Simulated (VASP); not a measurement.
```
LiH
1.0
    0.00000     2.02731     2.02731
    2.02731     0.00000     2.02731
    2.02731     2.02731     0.00000
Li H
1 1
Direct
  0.00000   0.00000   0.00000
  0.50000   0.50000   0.50000
```

Computed with RPBE GGA, VASP's PBE PAW potentials (set 64) (plane waves; VASP 6.6.1). Run with 520 eV cut-off, 12×12×12 Γ-centred mesh, tetrahedra with Blöchl corrections, potentials Li_sv H.

### Question
What does the run give for the energy per atom (σ→0), band gap (on the k-mesh) with the smallest direct gap where there is one?

### Answer

* **band gap (on the k-mesh)**: 3.16 eV
* **smallest direct gap (on the k-mesh)**: 3.16 eV
* **energy per atom (σ→0)**: -3.010 eV/atom

Total energies compare only between runs with the same potentials, cut-off and functional.

The compound is LiH in the rock salt structure. It was relaxed first.
